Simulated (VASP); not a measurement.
The input files of a VASP run:

INCAR:
```
ALGO  =  Normal
EDIFF  =  1E-6
EDIFFG  =  -0.01
ENCUT  =  520
IBRION  =  2
ISIF  =  3
ISMEAR  =  1
LASPH  =  .True.
LCHARG  =  .False.
LMIXTAU  =  .True.
LREAL  =  .False.
LWAVE  =  .False.
METAGGA  =  R2SCAN
NELM  =  100
NSW  =  60
PREC  =  Accurate
SIGMA  =  0.1
SYSTEM  =  SiC
```

### POSCAR
```
SiC
1
    2.6196424593     0.0000000000     0.0000000000
    0.0000000000     2.6196424593     0.0000000000
   -0.0000000000    -0.0000000000     2.6196424593
Si C
1 1
Direct
  0.0000000000   0.0000000000   0.0000000000
  0.5000000000   0.5000000000   0.5000000000
```

**KPOINTS**
```
kpoints
0
G
 12 12 12
```

POTCAR, in this order: Si C (PBE.64 set). Program: vasp_std.

**Question.** Write an equivalent input for Ansatz.

**Answer.** One equivalent input (not run):
Ansatz 0.2 input:
```yaml
crystal:
  lattice:
    - [2.6196425, 0.0000000, 0.0000000]
    - [0.0000000, 2.6196425, 0.0000000]
    - [0.0000000, 0.0000000, 2.6196425]
  atoms:
    - { symbol: Si, position: [0.0000000, 0.0000000, 0.0000000] }
    - { symbol: C, position: [0.5000000, 0.5000000, 0.5000000] }
kpoints:
  mp_grid: { grid: [12, 12, 12] }
hamiltonian:
  xc: r2scan
  pseudopotentials: { kind: paw }
scf:
  occupations: { method: methfessel_paxton, width: 0.1 }
  max_iter: 100
relax:
  max_steps: 60
  f_tol: 0.01
  cell: {}
output: { forces: true, stress: true, eigenvalues: true }
```
The two are equivalent in intent, not identical: each code has its own PAW files, so the cut-off isn't converted (ENCUT is set for VASP's; basis.ecutwfc is left out, and Ansatz then takes the one that its files recommend); Ansatz stops its SCF on the density residual and VASP on the energy change (EDIFF).

The structure was generated: SiC was put into the CsCl type (Pm-3m), which need not be its known phase. It was relaxed first, which changed the volume by +23 %. The start is the result of an earlier pass.
